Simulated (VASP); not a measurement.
VASP ran on this input.

### INCAR
```
SYSTEM  =  C
PREC  =  Accurate; ENCUT  =  400; LREAL  =  .FALSE.
LASPH  =  .TRUE.
EDIFF  =  1E-6; NELM  =  100; ALGO  =  Normal
ISMEAR  =  0; SIGMA  =  0.05
GGA  =  PE
ISIF  =  2
LWAVE  =  .FALSE.; LCHARG  =  .FALSE.
```

File KPOINTS:
```
kpoints
0
Gamma
  17 17 9
```

POSCAR:
```
C
2.2171940
  1.0000000000   0.0000000000   0.0000000000
 -0.4999995490   0.8660248043   0.0000000000
  0.0000000000   0.0000000000   1.6235931542
C
2
Direct
  0.3333330000   0.6666670000   0.2500000000
  0.6666670000   0.3333330000   0.7500000000
```

POTCAR, in this order: C (PBE.64 set). Program: vasp_std.

### Question
Translate this PBE calculation to Quantum ESPRESSO's pw.x.

### Answer
One equivalent input (not run):
```
&CONTROL
  calculation = 'scf'
  pseudo_dir = './pseudo'
  outdir = './out'
  tprnfor = .true.
  tstress = .true.
/
&SYSTEM
  ibrav = 0
  nat = 2
  ntyp = 1
  ecutwfc = 82
  occupations = 'smearing'
  smearing = 'gaussian'
  degauss = 0.003675
  input_dft = 'pbe'
/
&ELECTRONS
  conv_thr = 7.3e-08
  electron_maxstep = 100
/
ATOMIC_SPECIES
  C 12.011 C.upf
CELL_PARAMETERS angstrom
     2.2171940    0.0000000    0.0000000
    -1.1085960    1.9201450    0.0000000
     0.0000000    0.0000000    3.5998210
ATOMIC_POSITIONS crystal
  C    0.3333330  0.6666670  0.2500000
  C    0.6666670  0.3333330  0.7500000
K_POINTS automatic
  17 17 9 0 0 0
```
Limits of the translation: the potentials are each code's own (VASP's PAW set, PseudoDojo norm-conserving files in pw.x), so ENCUT and ecutwfc are chosen apart and not converted; conv_thr bounds pw.x's estimated SCF error, while EDIFF bounds the energy change between steps.

The structure was generated: C was put into an ordered model structure, which need not be its known phase. The cell was not relaxed at this level.
